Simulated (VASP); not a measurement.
Consider the following.

```yaml
crystal:
  lattice:
    - [3.27352, 0.00000, 0.00000]
    - [0.00000, 3.27352, 0.00000]
    - [0.00000, 0.00000, 3.27352]
  atoms:
    - { symbol: In, position: [0.50000, 0.50000, 0.50000] }
    - { symbol: Pd, position: [0.00000, 0.00000, 0.00000] }
```

Method: r2SCAN meta-GGA, VASP's PBE PAW potentials (set 64) (plane waves; VASP). Settings: 480 eV cut-off, 10×10×10 Γ-centred mesh, first-order Methfessel-Paxton smearing of 0.10 eV, potentials In_d Pd.

Unless said otherwise, spin-orbit coupling is left out, though it shifts the bands of the heavy elements here.

Q: What does the run give for the energy per atom (σ→0), band gap (on the k-mesh) with the smallest direct gap where there is one?

A: 
```json
{
  "band gap (on the k-mesh)": "none (metal, semimetal or under 0.01 eV)",
  "energy per atom (σ→0)": "-23.319 eV/atom"
}
```

Only differences to runs with the same potentials and settings are physical.

The compound is PdIn in the CsCl type structure. It was relaxed first. The start is the result of an earlier pass. The electron count is odd and the run is not spin-polarised, which forces a metal.
